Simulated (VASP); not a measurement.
Cost and result of VASP (PAW) for the lattice constant a of Ni$_{3}$Si (L1_2). Static lattice. The cost counts the five points of the equation of state, each on the mesh and cut-off of its row, so the ratios hold those differences too. With PBE it took about 80 core-seconds. The timings are rough (shared machines, no repeats); factors under 2 mean little.

```csv
level,k-mesh,cut-off (eV),lattice constant a (Å),cost over PBE
LDA,9×9×9,520,3.429,within a factor of 2
PBEsol,9×9×9,520,___,within a factor of 2
PBE,9×9×9,520,3.506,reference
r2SCAN,9×9×9,520,3.466,about 4 times
SCAN,9×9×9,520,___,___
```

### Question
Fill in the missing entries.

### Answer

- PBEsol, lattice constant a (Å): 3.462
- SCAN, lattice constant a (Å): 3.447
- SCAN, cost over PBE: about 5 times

Left out are levels that failed, ran on another kind of processor or have no fit band path; at most nine are shown.

The compound is Ni3Si in the L1_2 structure.
